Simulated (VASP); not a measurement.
```
CELL_PARAMETERS angstrom
      5.12390     2.55241     2.55241
      2.55241     5.12390     2.55241
      2.55241     2.55241     5.12390
ATOMIC_POSITIONS crystal
  Mn 0.00000 0.00000 0.00000
  Mn 0.50000 0.50000 0.50000
  S  0.25000 0.25000 0.25000
  S  0.75000 0.75000 0.75000
```
Starting moments (μB, in the order of the record's atoms Mn Mn S S): 4.1 -4.1 0.0 0.0.

Calculation: optB86b-vdW, VASP's PBE PAW potentials (set 64) (plane waves; VASP). Numerical set-up: 520 eV cut-off, 7×7×7 Γ-centred mesh, Gaussian smearing of 0.050 eV, potentials Mn_pv S.

Task: Give the stress tensor in GPa (positive for a compressed cell).

Result: 
```
-2.28  -0.09  -0.09
-0.09  -2.28  -0.09
-0.09  -0.09  -2.28
```
The pressure is its mean diagonal, -2.28 GPa.

The compound is MnS in the rock salt, AFM-II order structure. This cell is one point of a volume scan, at 1.03 of the reference volume.
